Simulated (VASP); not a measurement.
Runs of VASP 6.6.1 on RbIr3. All rows change the cell; the cell of one of them follows. Symmetry: Pm-3m, No. 221, cubic system. Conventional cell: a = 4.458 Å, b = 4.458 Å, c = 4.458 Å, α = 90.00°, β = 90.00°, γ = 90.00°. Around Rb (site symmetry m-3m) lie 12 Ir at 3.15 Å. Around Ir (site symmetry 4/mmm) lie 4 Rb at 3.15 Å and 8 Ir at 3.15 Å. The cell was built by a generator and needn't be a form met in nature.

| task | cell | k mesh | cutoff (eV) | k mesh for the DOS | occupations for the DOS | mesh quality | gap on the mesh (eV) | pressure (GPa) | relaxed volume (Å³/atom) |
| --- | --- | --- | --- | --- | --- | --- | --- | --- | --- |
| relaxation of cell and atoms | relaxed from: random cell by space group and Wyckoff sites (Pm-3m, No. 221) | 4 × 4 × 4 | 600 | - | - | not flagged | none | 0.0 | (a) |
| relaxation of cell and atoms | relaxed from: random cell by space group and Wyckoff sites (Pm-3m, No. 221) | 12 × 12 × 12 | 600 | - | - | not flagged | none | 0.0 | 18.02 |
| single point | random cell by space group and Wyckoff sites (Pm-3m, No. 221) | 4 × 4 × 4 | 520 | - | - | coarse | none | 0.7 | - |
| single point | random cell by space group and Wyckoff sites (Pm-3m, No. 221) | 12 × 12 × 12 | 520 | - | - | not flagged | none | 0.7 | - |
| single point | random cell by space group and Wyckoff sites (Pm-3m, No. 221) | 4 × 4 × 4 | 520 | - | - | not flagged | none | -16.3 | - |

Alike in all rows: level PBE; potentials or basis VASP PAW PBE potentials, release 64 (Rb_sv, Ir); no spin polarisation; smearing gaussian 0.1 eV.

Task: Estimate the missing entries.

Result: (a) 18.01.

Caveats: some runs use coarse meshes; the volume moved by over 15 % at a fixed basis, so the end points are rough (some runs); so large a pressure means that the cell lies far from this level's equilibrium, or that cutoff or potentials fall short (some runs).

A k mesh can miss the band edges, and the runs leave out spin-orbit coupling on Ir, Rb.

A gap of «none» marks a metal or a gap under the smearing width.
